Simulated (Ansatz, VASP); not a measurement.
# Hf (Hafnium) in two plane-wave programs, part 2 of 2

Aim: how closely do two programs agree when they are given the same cell, functional and k mesh? The cell is taken from a series of runs on this material, whose earlier steps may have relaxed, scaled, displaced or heated it; both programs get it as it stands.

VASP 6.6.1 and Ansatz 0.2.0.

So far: The structure; Ansatz: zone-centre phonons, PBEsol; VASP: zone-centre phonons, PBEsol.

**3. VASP: zone-centre phonons, PBEsol (continued)**

Level of this step: PBEsol; plane waves and PAW (Hf_pv) (VASP).

Numbers of over 12 decimals in the logs are rounded to 6 here.

Parts of OUTCAR (step 3):

```text
ion  position               nearest neighbor table
   1  0.333  0.667  0.250-   2 3.03   2 3.03   2 3.03   2 3.03   2 3.03   2 3.03
   2  0.667  0.333  0.750-   1 3.03   1 3.03   1 3.03   1 3.03   1 3.03   1 3.03

  LATTYP: Found a hexagonal cell.
 ALAT       =     3.0929342562
 C/A-ratio  =     1.5851650343

 Subroutine GETGRP returns: Found 24 space group operations
 (whereof 12 operations were pure point group operations)

The static configuration has the point symmetry D_3d.
 The point group associated with its full space group is D_6h.

 Found    135 irreducible k-points:

   k-points           NKPTS =    135   k-points in BZ     NKDIM =    135   number of bands    NBANDS=     16

   dimension x,y,z NGX =    24 NGY =   24 NGZ =   36
   dimension x,y,z NGXF=    48 NGYF=   48 NGZF=   72

   ENCUT  =  500.0 eV  36.75 Ry    6.06 a.u.   5.64  5.64  8.94*2*pi/ulx,y,z

   NELECT =      20.0000    total number of electrons

 k-points in reciprocal lattice and weights: Automatic mesh
   0.00000000  0.00000000  0.00000000       0.001
   0.06666667  0.00000000  0.00000000       0.003
   0.13333333 -0.00000000  0.00000000       0.003
   0.20000000  0.00000000  0.00000000       0.003
   0.26666667 -0.00000000  0.00000000       0.003
   0.33333333  0.00000000  0.00000000       0.003
   0.40000000  0.00000000  0.00000000       0.003
   0.46666667 -0.00000000  0.00000000       0.003
   0.06666667  0.06666667  0.00000000       0.003
[...]
0.33333333  0.26666667  0.50000000       0.007
   0.33333333  0.33333333  0.50000000       0.001

 average (electrostatic) potential at core
       1 -36.1679       2 -36.1679

  Total        1.8990442      1.8990442      1.8647070      0.0000000      0.0000000      0.0000000
  in kB       74.9080480     74.9080480     73.5536098      0.0000000      0.0000000      0.0000000
  external PRESSURE =      74.4565686 kB  Pullay stress =       0.0000000 kB

  energy-cutoff  :      500.00
  volume of cell :       40.62
      direct lattice vectors                 reciprocal lattice vectors
     3.092934256  0.000000000  0.000000000     0.323317574  0.186667488  0.000000000
    -1.546467128  2.678559638  0.000000000     0.000000000  0.373334977  0.000000000
     0.000000000  0.000000000  4.902811236     0.000000000  0.000000000  0.203964614

 POSITION                                       TOTAL-FORCE (eV/Angst)
 -----------------------------------------------------------------------------------
     -0.00000      1.78571      1.22570         0.000000      0.000000      0.000000
      1.54647      0.89285      3.67711        -0.000000      0.000000      0.000000
 -----------------------------------------------------------------------------------
    total drift:                               -0.000000      0.000000     -0.000000

 Eigenvectors and eigenvalues of the dynamical matrix
 ----------------------------------------------------

   1 f  =    3.822614 THz    24.018194 2PiTHz  127.508688 cm-1    15.809055 meV
             X         Y         Z           dx          dy          dz
     -0.000000  1.785706  1.225703     0.000000    0.000000   -0.707107
      1.546467  0.892853  3.677108    -0.000000    0.000000    0.707107

   2 f  =    2.301410 THz    14.460188 2PiTHz   76.766789 cm-1     9.517865 meV
             X         Y         Z           dx          dy          dz
     -0.000000  1.785706  1.225703     0.707107    0.000000    0.000000
      1.546467  0.892853  3.677108    -0.707107    0.000000    0.000000

   3 f  =    2.301410 THz    14.460188 2PiTHz   76.766789 cm-1     9.517865 meV
             X         Y         Z           dx          dy          dz
     -0.000000  1.785706  1.225703     0.000000    0.707107    0.000000
      1.546467  0.892853  3.677108    -0.000000   -0.707107    0.000000

   4 f  =    0.000000 THz     0.000000 2PiTHz    0.000001 cm-1     0.000000 meV
             X         Y         Z           dx          dy          dz
     -0.000000  1.785706  1.225703     0.707107   -0.000000    0.000000
      1.546467  0.892853  3.677108     0.707107    0.000000    0.000000

   5 f  =    0.000000 THz     0.000000 2PiTHz    0.000000 cm-1     0.000000 meV
             X         Y         Z           dx          dy          dz
     -0.000000  1.785706  1.225703    -0.000000    0.000000    0.707107
      1.546467  0.892853  3.677108     0.000000    0.000000    0.707107

   6 f/i=    0.000000 THz     0.000000 2PiTHz    0.000001 cm-1     0.000000 meV
             X         Y         Z           dx          dy          dz
     -0.000000  1.785706  1.225703     0.000000   -0.707107    0.000000
      1.546467  0.892853  3.677108    -0.000000   -0.707107    0.000000

 ELASTIC MODULI CONTR FROM IONIC RELAXATION (kBar)
 Direction    XX          YY          ZZ          XY          YZ          ZX
 --------------------------------------------------------------------------------
 XX        -168.5443    168.5443     -0.0000      0.0000      0.0000      0.0000
 YY         168.5443   -168.5443      0.0000     -0.0000      0.0000      0.0000
 ZZ          -0.0000      0.0000     -0.0000      0.0000      0.0000      0.0000
 XY           0.0000      0.0000      0.0000   -168.5443      0.0000      0.0000
 YZ           0.0000      0.0000      0.0000      0.0000      0.0000      0.0000
 ZX           0.0000      0.0000      0.0000      0.0000      0.0000      0.0000
 --------------------------------------------------------------------------------
```

Energies printed during the response cycles are not total energies of the cell. Harder data sets than Hf_pv exist (the GW ones), and pressures, volumes and forces can shift noticeably with them. The PAW data sets were made with PBE, which is usual practice but a small mismatch for other functionals.

**4. Side by side**

Known differences besides the potentials themselves: the data sets hold 52 valence electrons in Ansatz (on its PAW soft_1 files) and 20 in VASP; the cutoff is 420 eV in Ansatz and 500 eV in VASP; Ansatz makes its cores anew for this functional, VASP keeps those of its PBE data sets. Total energies have different zeros and are not compared.

The two programs side by side:

```
                  quantity  Ansatz   VASP  difference
optical mode 1 to 2 (cm⁻¹)    76.2   76.8     -0.70 %
     optical mode 3 (cm⁻¹)   129.0  127.5     +1.15 %
```

Modes are paired by rising frequency, not by their patterns, so a pair may set unlike modes beside each other; they are those without the splitting of longitudinal modes.

**5. What came out**

```yaml
r_m_s_difference_of_the_optical_zone_centre_modes_each_program_s_sorted_by_frequency_zone_centre_phonons_pbesol: 0.96 cm⁻¹
difference_in_optical_mode_3_zone_centre_phonons_pbesol: +1.2 %
```

In words: The r.m.s. difference of the optical zone-centre modes, each program's sorted by frequency is 0.96 cm⁻¹ (zone-centre phonons, PBEsol). The data sets hold unlike numbers of valence electrons (52 in Ansatz and 20 in VASP), so part of the differences comes from the potentials. Among the rows given in per cent, the largest difference of the zone-centre phonons, PBEsol pair is in optical mode 3, +1.2 %. Such differences can come from data sets, numerical settings and the points named under the comparisons, not from the functional's error against experiment.

[Lines on the potential files, build, host, timing and source positions are cut from VASP's logs without a mark.]

[Logs are printed without paths, hosts, clocks, repeated set-up lines and the standing remarks that a program may print on its own settings, such as how far it seeks lower states.]

[Hosts, paths, dates, database ids (printed as entryN), source tags and the programs' standing remarks are cut or masked in the printed files.]
